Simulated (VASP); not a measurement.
Input:

```xyz
4
Lattice="2.3076 -3.9969 0.0000 2.3076 3.9969 0.0000 0.0000 0.0000 7.5443" Properties=species:S:1:pos:R:3 pbc="T T T"
Ag     2.3076    -1.3323     3.7728
Ag     2.3076     1.3323     0.0006
I      2.3076    -1.3323     6.6006
I      2.3076     1.3323     2.8285
```

Computed with optB86b-vdW, VASP's PBE PAW potentials (set 64) (plane waves; VASP 6.6.1). Numerical set-up: 520 eV cut-off, Gaussian smearing of 0.050 eV, potentials Ag I.

Unless said otherwise, spin-orbit coupling is left out, though it shifts the bands of the heavy elements here.

Task: Give the energies of bands 8 to 21 at the high-symmetry points, in eV from the valence-band maximum.

Result: 
| band | Γ | M | K | A | L | H |
|---|---|---|---|---|---|---|
| 8 | -3.96 | -3.65 | -3.70 | -4.04 | -3.77 | -3.69 |
| 9 | -3.07 | -3.05 | -3.09 | -3.02 | -2.98 | -3.08 |
| 10 | -3.07 | -3.00 | -3.09 | -3.02 | -2.98 | -3.08 |
| 11 | -2.98 | -2.95 | -3.08 | -3.02 | -2.89 | -2.84 |
| 12 | -2.98 | -2.94 | -3.06 | -3.02 | -2.89 | -2.84 |
| 13 | -2.89 | -2.70 | -2.58 | -1.68 | -2.77 | -2.73 |
| 14 | -0.70 | -2.58 | -2.58 | -1.68 | -2.77 | -2.73 |
| 15 | -0.70 | -2.16 | -2.52 | -0.36 | -1.22 | -1.90 |
| 16 | -0.07 | -1.75 | -1.50 | -0.36 | -1.22 | -1.90 |
| 17 | 0.00 | -1.02 | -1.50 | -0.36 | -1.21 | -1.10 |
| 18 | 0.00 | -0.70 | -1.29 | -0.36 | -1.21 | -1.10 |
| 19 | 1.26 | 3.26 | 4.34 | 2.57 | 3.19 | 3.87 |
| 20 | 2.57 | 3.53 | 4.42 | 2.57 | 3.19 | 3.87 |
| 21 | 5.74 | 4.75 | 4.42 | 5.58 | 4.84 | 5.61 |

The gap is direct, 1.26 eV, from the valence maximum at Γ to the conduction minimum at Γ.

The compound is AgI in the wurtzite structure. It was relaxed first.
